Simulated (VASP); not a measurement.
Consider the following.

```xyz
2
Lattice="0.0000 3.1428 3.1428 3.1428 0.0000 3.1428 3.1428 3.1428 0.0000" Properties=species:S:1:pos:R:3 pbc="T T T"
Ta     0.0000     0.0000     0.0000
Al     3.1428     3.1428     3.1428
```

All values below come from PBEsol GGA, VASP's PBE PAW potentials (set 64) (plane waves; VASP). Settings: 400 eV cut-off, 9×9×9 Γ-centred mesh, first-order Methfessel-Paxton smearing of 0.10 eV, potentials Ta_pv Al.

Energy and stress use the plane-wave basis of the starting cell.

Problem. The ions, cell shape and volume are relaxed. Give the cell that the relaxation ends in.

Solution. 
```xyz
2
Lattice="0.0000 2.6162 2.6162 2.6162 0.0000 2.6162 2.6162 2.6162 0.0000" Properties=species:S:1:pos:R:3 pbc="T T T"
Ta     2.6162     2.6162     0.0000
Al     2.6162     2.6162     2.6162
```
Space group Fm-3m (225), at a tolerance of 0.03 Å.

Problem. How do energy and volume change from the first to the last step?

Solution. The energy (σ→0) changes by -1517.5 meV/atom and the volume by -42.3 %, in 6 ionic steps.

```tsv
step	E(σ→0) (eV)	max force (eV/Å)	pressure (GPa)	volume (Å³)
1	-12.5350	0.000	-22.72	62.08
2	-15.1201	0.000	30.21	30.34
3	-15.5697	0.000	-0.60	35.98
4	-15.5693	0.000	0.96	35.55
5	-15.5692	0.000	-0.98	36.08
6	-15.5700	0.000	0.01	35.81
```

The structure was generated: TaAl was put into the rock salt type (Fm-3m), which need not be its known phase. This run relaxes it. Symmetry was kept, so distortions that lower it aren't found.
